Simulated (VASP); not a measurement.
Method: LDA (Ceperley-Alder, Perdew-Zunger), VASP's LDA PAW potentials (set 64) (plane waves; VASP).

Input for VASP

### KPOINTS
```
Automatic mesh
0
Gamma
13 13 13
0 0 0
```

File POSCAR:
```
TiCo
1
    2.8997890366    -0.0000000000     0.0000000000
    0.0000000000     2.8997890366     0.0000000000
   -0.0000000000     0.0000000000     2.8997890366
Ti Co
1 1
Direct
  0.0000000000   0.0000000000   0.0000000000
  0.5000000000   0.5000000000   0.5000000000
```

### INCAR
```
ALGO=Normal
EDIFF=1E-6
EDIFFG=-0.02
ENCUT=500
IBRION=2
ISIF=3
ISMEAR=1
LASPH=.TRUE.
LCHARG=.FALSE.
LMAXMIX=4
LREAL=.FALSE.
LWAVE=.FALSE.
NELM=100
NSW=40
PREC=Accurate
SIGMA=0.1
SYSTEM=TiCo
```

POTCAR, in this order: Ti_sv Co (LDA.64 set). Program: vasp_std.

Output of the run:

OSZICAR:
```
       N       E                     dE             d eps       ncg     rms          rms(c)
DAV:   1     0.147111253528E+03    0.14711E+03   -0.10254E+04  2360   0.186E+03
DAV:   2    -0.108833272818E+02   -0.15799E+03   -0.15532E+03  2364   0.409E+02
DAV:   3    -0.196020449984E+02   -0.87187E+01   -0.86510E+01  3690   0.106E+02
DAV:   4    -0.198556818536E+02   -0.25364E+00   -0.25269E+00  2888   0.150E+01
DAV:   5    -0.198643093621E+02   -0.86275E-02   -0.86267E-02  3420   0.263E+00    0.142E+01
DAV:   6    -0.181058335025E+02    0.17585E+01   -0.13334E+01  2768   0.573E+01    0.674E+00
DAV:   7    -0.198999363325E+02   -0.17941E+01   -0.23762E+01  3832   0.524E+01    0.203E+01
DAV:   8    -0.175847816417E+02    0.23152E+01   -0.13749E+01  3466   0.388E+01    0.177E+00
DAV:   9    -0.176180069948E+02   -0.33225E-01   -0.30447E-01  3352   0.551E+00    0.193E+00
DAV:  10    -0.175990983791E+02    0.18909E-01   -0.90846E-02  3510   0.396E+00    0.438E-01
DAV:  11    -0.175980921565E+02    0.10062E-02   -0.61278E-03  3010   0.928E-01    0.233E-01
DAV:  12    -0.175976742762E+02    0.41788E-03   -0.17245E-03  3580   0.357E-01    0.453E-02
DAV:  13    -0.175976675142E+02    0.67620E-05   -0.42096E-05  2544   0.671E-02    0.315E-02
DAV:  14    -0.175976608985E+02    0.66157E-05   -0.36315E-05  3352   0.626E-02    0.367E-03
DAV:  15    -0.175976608764E+02    0.22091E-07   -0.83390E-07  1532   0.135E-02
   1 F= -.17597661E+02 E0= -.17598091E+02  d E =-.175977E+02
```

**OUTCAR**
```
------------------------ aborting loop because EDIFF is reached ----------------------------------------
  FORCE on cell =-STRESS in cart. coord.  units (eV):
  Direction    XX          YY          ZZ          XY          YZ          ZX
  --------------------------------------------------------------------------------------
  Total       -0.0027129     -0.0027129     -0.0027129     -0.0000000     -0.0000000      0.0000000
  in kB       -0.1782583     -0.1782583     -0.1782583     -0.0000000     -0.0000000      0.0000000
  external PRESSURE =      -0.1782583 kB  Pullay stress =       0.0000000 kB
  volume of cell :       24.38
      direct lattice vectors                 reciprocal lattice vectors
     2.899789037  0.000000000  0.000000000     0.344852673  0.000000000  0.000000000
     0.000000000  2.899789037  0.000000000     0.000000000  0.344852673  0.000000000
     0.000000000  0.000000000  2.899789037     0.000000000  0.000000000  0.344852673
 POSITION                                       TOTAL-FORCE (eV/Angst)
 -----------------------------------------------------------------------------------
      0.00000      0.00000      0.00000         0.000000      0.000000      0.000000
      1.44989      1.44989      1.44989         0.000000      0.000000      0.000000
 -----------------------------------------------------------------------------------
    total drift:                                0.000000      0.000000     -0.000000
  FREE ENERGIE OF THE ION-ELECTRON SYSTEM (eV)
  ---------------------------------------------------
  free  energy   TOTEN  =       -17.5976608764 eV

  energy  without entropy=      -17.5989510770  energy(sigma->0) =      -17.59809094

 reached required accuracy - stopping structural energy minimisation
```
(Selected blocks of OUTCAR.)

OUTCAR:
```
 val. band max:       10.8113085288   @ k =   0.4615   0.4615   0.1538

 cond. band min:      10.8215916755   @ k =   0.3846   0.3846   0.3077


 Fermi energy:        10.8122780250

 k-point     1 :       0.0000    0.0000    0.0000
  band No.  band energies     occupation
      1     -45.5357      2.00000
      2     -21.9759      2.00000
      3     -21.9759      2.00000
      4     -21.9759      2.00000
      5       2.8887      2.00000
      6       6.5857      2.00000
      7       6.5857      2.00000
      8       9.2152      2.00000
      9       9.2152      2.00000
     10       9.2152      2.00000
     11      11.6581     -0.00000
     12      11.6581     -0.00000
     13      13.8560      0.00000
     14      13.8560      0.00000

 k-point     2 :       0.0769    0.0000    0.0000
  band No.  band energies     occupation
      1     -45.5329      2.00000
      2     -22.0005      2.00000
      3     -21.9742      2.00000
      4     -21.9742      2.00000
      5       3.0163      2.00000
      6       6.6437      2.00000
      7       6.6514      2.00000
      8       9.2067      2.00000
      9       9.2067      2.00000
     10       9.2395      2.00000
     11      11.5880     -0.00000
     12      11.6863     -0.00000
     13      13.6699      0.00000
     14      13.6699      0.00000

 k-point     3 :       0.1538    0.0000    0.0000
  band No.  band energies     occupation
      1     -45.5251      2.00000
      2     -22.0685      2.00000
      3     -21.9695      2.00000
      4     -21.9695      2.00000
      5       3.3899      2.00000
      6       6.8145      2.00000
      7       6.8303      2.00000
      8       9.1854      2.00000
      9       9.1854      2.00000
     10       9.3084      2.00000
     11      11.3830     -0.00000
     12      11.7538     -0.00000
     13      13.2092      0.00000
     14      13.2092      0.00000

 k-point     4 :       0.2308    0.0000    0.0000
  band No.  band energies     occupation
...
```

The compound is TiCo in the CsCl type structure. It was relaxed first, which changed the volume by -9 %. The run is not spin-polarised, so no magnetic state was tried. The electron count is odd and the run is not spin-polarised, which forces a metal.
